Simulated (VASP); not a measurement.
These are PBE GGA with D4 dispersion, VASP's PBE PAW potentials (set 64) (plane waves; VASP) values and carry that method's errors.

VASP ran on this input.

### POSCAR
```
PbTe
1
   -0.0000000000     3.2345543205     3.2345543205
    3.2345543205     0.0000000000     3.2345543205
    3.2345543205     3.2345543205     0.0000000000
Te Pb
1 1
Direct
  0.5000000000   0.5000000000   0.5000000000
  1.0000000000   1.0000000000   0.0000000000
```

**KPOINTS**
```
Automatic mesh
0
Gamma
8 8 8
0 0 0
```

**INCAR**
```
! general
SYSTEM  = PbTe
PREC    = Accurate
ENCUT   = 520
LREAL   = .False.
LASPH   = .True.

! electronic loop
EDIFF   = 1E-7
NELM    = 100
ALGO    = Normal
LMAXMIX = 4

! smearing
ISMEAR  = -5

! functional
GGA     = PE
IVDW    = 13

! ions
ISIF    = 2

! output
LWAVE   = .False.
LCHARG  = .True.
LORBIT  = 11
NEDOS   = 601
```

POTCAR, in this order: Te Pb_d (PBE.64 set). Program: vasp_std.

Task: What will the output report for the number of irreducible k-points (NKPTS), largest plane-wave count, number of space-group operations, FFT grid (NGX, NGY, NGZ)?

Result: 
| Property | Value |
|---|---|
| number of irreducible k-points (NKPTS) | 29 |
| largest plane-wave count | 1841 |
| number of space-group operations | 48 |
| FFT grid (NGX, NGY, NGZ) | 36 × 36 × 36 |

The compound is PbTe in the rock salt structure. It was relaxed first.
